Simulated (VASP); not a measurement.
Level of theory: PBEsol GGA, VASP's PBE PAW potentials (set 64) (plane waves; VASP).

VASP input:

File POSCAR:
```
FeP2
5.582860
  0.8815480493   0.0000000000   0.0000000000
  0.0000000000   1.0000000499   0.0000000000
  0.0000000000   0.0000000000   0.4807422729
Fe P
2 4
Cartesian
  0.4407740246   0.5000000250   0.2403711364
  0.0000000000   0.0000000000   0.0000000000
  0.2896836584   0.8667191193   0.2403711364
  0.5918643908   0.1332809307   0.2403711364
  0.7304576830   0.6332809556   0.0000000000
  0.1510903662   0.3667190943   0.0000000000
```

**INCAR**
```
SYSTEM = FeP2
PREC = Accurate
ENCUT = 400
EDIFF = 1E-7
NELM = 100
ALGO = Normal
LREAL = .FALSE.
LASPH = .TRUE.
ISMEAR = 0
SIGMA = 0.05
GGA = PS
LMAXMIX = 4
LWAVE = .FALSE.
LCHARG = .FALSE.
LORBIT = 11
ICHARG = 11
```

### KPOINTS
```
k-points along high-symmetry lines
7
Line-mode
Reciprocal
  0.000000   0.000000   0.000000 ! GAMMA
  0.500000   0.000000   0.000000 ! X

  0.500000   0.000000   0.000000 ! X
  0.500000   0.500000   0.000000 ! S

  0.500000   0.500000   0.000000 ! S
  0.000000   0.500000   0.000000 ! Y

  0.000000   0.500000   0.000000 ! Y
  0.000000   0.000000   0.000000 ! GAMMA

  0.000000   0.000000   0.000000 ! GAMMA
  0.000000   0.000000   0.500000 ! Z

  0.000000   0.000000   0.500000 ! Z
  0.500000   0.000000   0.500000 ! U

  0.500000   0.000000   0.500000 ! U
  0.500000   0.500000   0.500000 ! R

  0.500000   0.500000   0.500000 ! R
  0.000000   0.500000   0.500000 ! T

  0.000000   0.500000   0.500000 ! T
  0.000000   0.000000   0.500000 ! Z

  0.500000   0.000000   0.000000 ! X
  0.500000   0.000000   0.500000 ! U

  0.000000   0.500000   0.000000 ! Y
  0.000000   0.500000   0.500000 ! T

  0.500000   0.500000   0.000000 ! S
  0.500000   0.500000   0.500000 ! R
```

POTCAR, in this order: Fe P (PBE.64 set). Program: vasp_std. Read from the step before: CHGCAR.

The run wrote:

**OSZICAR**
```
       N       E                     dE             d eps       ncg     rms          rms(c)
DAV:   1     0.214692484148E+03    0.21469E+03   -0.13763E+04  3696   0.139E+03
DAV:   2    -0.239883447284E+02   -0.23868E+03   -0.23282E+03  3714   0.342E+02
DAV:   3    -0.447438139239E+02   -0.20755E+02   -0.20139E+02  5008   0.103E+02
DAV:   4    -0.456142445688E+02   -0.87043E+00   -0.85533E+00  4856   0.219E+01
DAV:   5    -0.456417020005E+02   -0.27457E-01   -0.27447E-01  5144   0.348E+00
DAV:   6    -0.456423127841E+02   -0.61078E-03   -0.61062E-03  5132   0.511E-01
DAV:   7    -0.456423240850E+02   -0.11301E-04   -0.11300E-04  5196   0.641E-02
DAV:   8    -0.456423243541E+02   -0.26905E-06   -0.26982E-06  4752   0.780E-03
DAV:   9    -0.456423243643E+02   -0.10188E-07   -0.99176E-08  3266   0.124E-03
   1 F= -.45642324E+02 E0= -.45642324E+02  d E =-.132015E-09
```

**OUTCAR**
```
 val. band max:        8.7856773810   @ k =   0.0000   0.0000   0.0000

 cond. band min:       9.1875909184   @ k =   0.0000   0.0000   0.2500



 k-point     1 :       0.0000    0.0000    0.0000
  band No.  band energies     occupation
      1      -6.1473      2.00000
      2      -3.2389      2.00000
      3      -1.7452      2.00000
      4      -1.0921      2.00000
      5       1.9840      2.00000
      6       3.0174      2.00000
      7       4.4337      2.00000
      8       4.5459      2.00000
      9       5.3192      2.00000
     10       5.5620      2.00000
     11       6.7030      2.00000
     12       7.1960      2.00000
     13       7.4637      2.00000
     14       7.5338      2.00000
     15       8.0566      2.00000
     16       8.4075      2.00000
     17       8.6204      2.00000
     18       8.7857      2.00000
     19      11.1156      0.00000
     20      11.5860      0.00000
     21      13.5391      0.00000
     22      13.8237      0.00000

 k-point     2 :       0.0833    0.0000    0.0000
  band No.  band energies     occupation
      1      -6.1088      2.00000
      2      -3.2741      2.00000
      3      -1.7322      2.00000
      4      -1.2121      2.00000
      5       2.1904      2.00000
      6       2.9115      2.00000
      7       3.7909      2.00000
      8       5.1782      2.00000
      9       5.4540      2.00000
     10       5.5919      2.00000
     11       6.7142      2.00000
     12       7.2053      2.00000
     13       7.4590      2.00000
     14       7.5269      2.00000
     15       8.0630      2.00000
     16       8.3870      2.00000
     17       8.6177      2.00000
     18       8.7808      2.00000
     19      11.1181      0.00000
     20      11.6497      0.00000
     21      13.5463      0.00000
     22      13.8480      0.00000

 k-point     3 :       0.1667    0.0000    0.0000
  band No.  band energies     occupation
      1      -5.9940      2.00000
      2      -3.4004      2.00000
...
```

The density is held fixed in this step, so its total energy and stress have no physical meaning.

The structure comes from a computed database's FeP2 entry (Pnnm); how it stands against other phases isn't given here. It was relaxed first. The run is not spin-polarised, so no magnetic state was tried.
